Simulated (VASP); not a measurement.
Data:

```
Na
1.0
    3.66901     0.00000     0.00000
    0.00000     5.99147     0.00000
    0.00000     0.00000    25.29515
Na
6
Direct
  0.63238   0.75000   0.33472
  0.00158   0.25000   0.39718
  0.33295   0.75000   0.46472
  0.66705   0.25000   0.53528
  0.99842   0.75000   0.60282
  0.36762   0.25000   0.66528
```

Calculation: r2SCAN meta-GGA, VASP's PBE PAW potentials (set 64) (plane waves; VASP). Run with PREC = Normal, 400 eV cut-off, 8×5×1 Γ-centred mesh, first-order Methfessel-Paxton smearing of 0.10 eV, potentials Na_pv.

**Question.** Predict the energy per atom (σ→0), band gap (on the k-mesh) with the smallest direct gap where there is one.

**Answer.** 
The band gap (on the k-mesh) comes out as none (metal, semimetal or under 0.01 eV) and the energy per atom (σ→0) is -3438 meV/atom.

Total energies compare only between runs with the same potentials, cut-off and functional.

The cell is a thin slab with vacuum, built from Na (bcc): (211) face.
